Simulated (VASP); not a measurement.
Consider the following.

```
CELL_PARAMETERS angstrom
      4.02251     0.00000     0.00000
     -2.01126     3.48360     0.00000
      0.00000     0.00000     6.43423
ATOMIC_POSITIONS crystal
  Mg 0.33333 0.66667 0.99695
  Mg 0.66667 0.33333 0.49695
  S  0.33333 0.66667 0.37805
  S  0.66667 0.33333 0.87805
```

Method: PBEsol GGA, VASP's PBE PAW potentials (set 64) (plane waves; VASP 6.6.1). Run with 400 eV cut-off, Gaussian smearing of 0.050 eV, potentials Mg S.

Task: Give the energies of bands 3 to 11 at the high-symmetry points, in eV from the valence-band maximum.

Result: 
```csv
band,Γ,M,K,A,L,H
3,-3.29,-3.05,-2.52,-1.96,-3.15,-2.83
4,-0.54,-2.47,-2.30,-1.96,-3.15,-2.83
5,-0.54,-1.91,-2.30,-0.34,-0.88,-2.02
6,-0.12,-1.23,-1.37,-0.34,-0.88,-2.02
7,-0.12,-0.95,-1.37,-0.34,-0.81,-0.52
8,0.00,-0.45,-1.37,-0.34,-0.81,-0.52
9,3.33,4.62,4.68,4.83,4.52,5.70
10,4.62,5.07,6.92,4.83,4.52,5.70
11,7.44,5.72,7.29,7.53,6.22,6.25
```

The gap is direct, 3.32 eV, from the valence maximum at Γ to the conduction minimum at Γ.

The structure was generated: MgS was put into the wurtzite type (P6_3mc), which need not be its known phase. It was relaxed first.
